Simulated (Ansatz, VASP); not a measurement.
**AlIn3Sb2N2: VASP beside Ansatz**

```
Al In Sb N
1.0
     4.65224    0.00000    0.00000
     0.00000    4.65224    0.00000
     0.00000    0.00000    8.17583
Al In Sb N
1 3 2 2
Direct
  0.50000 0.50000 0.73341
  0.50000 0.50000 0.26425
  0.50000 0.00000 0.97414
  0.00000 0.50000 0.97414
  0.50000 0.00000 0.54119
  0.00000 0.50000 0.54119
  0.00000 0.00000 0.54490
  0.00000 0.00000 0.00318
```

Alike in both runs: functional PBE; k mesh 3 × 3 × 2; occupations gaussian, width 0.15 eV; no spin polarisation.

Ansatz relaxed the structure, and its values are those at the end. VASP's run is a single point on that final structure, the one shown.

|  | VASP | Ansatz |
| --- | --- | --- |
| version | VASP 6.6.1 | Ansatz 0.2.0 |
| potentials or method | VASP PAW PBE potentials, release 64 (Al, In_d, Sb, N) | scalar-relativistic, plane waves, PAW |
| plane-wave cutoff (eV) | 520 | 420 |
| valence electrons in the cell | 62 | 82 |

```csv
,VASP,Ansatz,Ansatz less VASP
gap on the k mesh at the Fermi level (eV),0.12,0.12,-0.004
least direct gap on the mesh (eV),0.12,0.12,-0.004
pressure (GPa),-0.1,0.0,+0.06
rms of the force components (eV/Å),0.015,0.011,-0.0038
```

The functional is the same, so the differences come from potentials, cutoffs and numerics. The two sets of potentials don't hold the same shells in valence.

Caveats: the k mesh is coarse (spacing up to 0.45 Å⁻¹), so the values aren't converged; spin-orbit coupling is left out, which moves the levels of the heavy elements; an odd mesh through Γ misses points on the zone boundary, where band edges often lie.
